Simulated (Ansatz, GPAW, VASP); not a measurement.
# Hf2Hg (I4/mmm, 3 atoms in the cell) computed with different codes at matched settings

Self-consistent single point, at a second geometry (lattice scaled by 0.98). First geometry:

```
CELL_PARAMETERS angstrom
     -1.65105     1.65105     5.75282
      1.65105    -1.65105     5.75282
      1.65105     1.65105    -5.75282
ATOMIC_POSITIONS crystal
  Hf 0.66573 0.66573 0.00000
  Hf 0.33427 0.33427 0.00000
  Hg 0.00000 0.00000 0.00000
```

Shared settings, as Ansatz (a first-principles code) writes them: kpoints.mp_grid.grid = 10 10 10; scf.occupations.method = gaussian; scf.occupations.width = 0.05 eV. Potentials and cutoffs stand in the table.

```csv
code,model,ΔF from the first geometry (meV/atom),pressure (GPa),largest force (eV/Å),cutoff
Ansatz,"LDA (PW92), default PAW files made with PBE",4.5,4.90,0.065,default
VASP,"LDA (PZ), VASP's LDA PAW potentials (set 64)",7.8,4.85,0.040,300 eV
GPAW,"LDA (Perdew-Wang 92), GPAW PAW datasets LDA (gpaw-data 1.0.1)",8.3,5.44,0.023,600 eV
```

For VASP (by 0.5 GPa) the energy change implies a higher mean pressure, against the two pressures, than for the other programs: a sign of finite-basis (Pulay) stress.

On Ansatz's run: spin-orbit coupling is off.

The spread over the programs that give each value: ΔF from the first geometry within 3.8 meV/atom; pressure within 0.59 GPa; largest force within 0.042 eV/Å.

Ansatz's pressure is given at a fixed set of plane waves, as the other plane-wave codes print theirs; with its correction for the finite basis it is 4.93 GPa. The same LDA comes in different parametrisations, which differ slightly.

VASP's run is marked for a possible Pulay error in its stress at this cutoff; no cutoff test was made.

The starting cell comes from a database of computed structures (which also holds hypothetical and non-ambient phases and stackings), without a prior relaxation at this level. Its lattice was rescaled by a random factor within 2.5 % of one. For this run, on top of that: lattice scaled by 0.98.

Left out of this page: Quantum ESPRESSO, Elk, FLEUR and SIESTA (not drawn, or without a comparable value).

Keys are those of Ansatz 0.2.
